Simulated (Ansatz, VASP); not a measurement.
SiGeS3 in VASP and in Ansatz

```
Si Ge S
1.0
     6.64244    0.00000    0.00000
    -3.32122    5.75253    0.00000
     0.00000    0.00000    2.72223
Si Ge S
1 1 3
Direct
  0.00000 0.00000 0.00000
  0.33333 0.66667 0.50000
  0.50710 0.49290 0.00000
  0.50710 0.01421 0.00000
  0.98579 0.49290 0.00000
```

Alike in both runs: functional PBE; k mesh 6 × 6 × 4; occupations gaussian, width 0.1 eV; no spin polarisation.

Ansatz relaxed the structure, and its values are those at the end. VASP's run is a single point on that final structure, the one shown.

|  | VASP | Ansatz |
| --- | --- | --- |
| version | VASP 6.6.1 | Ansatz 0.2.0 |
| potentials or method | VASP PAW PBE potentials, release 64 (Si, Ge_d, S) | scalar-relativistic, plane waves, PAW |
| plane-wave cutoff (eV) | 520 | 420 |
| valence electrons in the cell | 36 | 36 |

Ansatz gave:

- gap on the k mesh at the Fermi level (eV): none
- pressure (GPa): -0.1
- rms of the force components (eV/Å): 0.012

Question: What did VASP give for the same quantities?

Answer: gap on the k mesh at the Fermi level (eV): none; pressure (GPa): -0.2; rms of the force components (eV/Å): 0.005.

A gap of «none» marks a metal or a gap that the smearing closes.

Caveats: the k mesh is coarse (spacing up to 0.58 Å⁻¹), so the values aren't converged.
